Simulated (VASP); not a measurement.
Level of theory: PBE GGA, VASP's PBE PAW potentials (set 64) (plane waves; VASP).

The input files of a VASP run:

File POSCAR:
```
CoSi2
1.0
  0.0000000000   3.8948060000   4.0283220000
  2.2613820000   0.0000000000   4.0283220000
  2.2613820000   3.8948060000   0.0000000000
Si Co
4 2
direct
  0.6688700000   0.3304730000   0.6614890000
  0.3444900000   0.6543230000   0.3338060000
  0.5921340000   0.9089440000   0.5859150000
  0.9166010000   0.5989700000   0.9003920000
 -0.0233180000   0.0130080000   0.0261710000
  0.2512240000   0.2442830000   0.2422270000
```

INCAR:
```
SYSTEM = CoSi2
PREC = Accurate
ENCUT = 300
EDIFF = 1E-6
NELM = 100
ALGO = Normal
LREAL = .FALSE.
LASPH = .TRUE.
ISMEAR = 0
SIGMA = 0.05
GGA = PE
LMAXMIX = 4
LWAVE = .FALSE.
LCHARG = .FALSE.
ISIF = 2
ISPIN = 2
MAGMOM = 0.0 0.0 0.0 0.0 3.0 3.0
LORBIT = 11
```

KPOINTS:
```
Automatic
0
gamma
 4 4 4
```

POTCAR, in this order: Si Co (PBE.64 set). Program: vasp_std.

### Question
What will the output report for the number of irreducible k-points (NKPTS), largest plane-wave count, number of space-group operations, FFT grid (NGX, NGY, NGZ)?

### Answer

The number of irreducible k-points (NKPTS) is 36 and the largest plane-wave count comes out as 860. The number of space-group operations is 1 and the FFT grid (NGX, NGY, NGZ) is 32 × 28 × 28.

The structure was generated: CoSi2 was put into an ordered model structure, which need not be its known phase. The cell was not relaxed at this level, atoms are displaced from their ideal sites. The k-mesh is coarse (spacing up to 0.45 per Å, 2π included), so the numbers may not be converged in it.
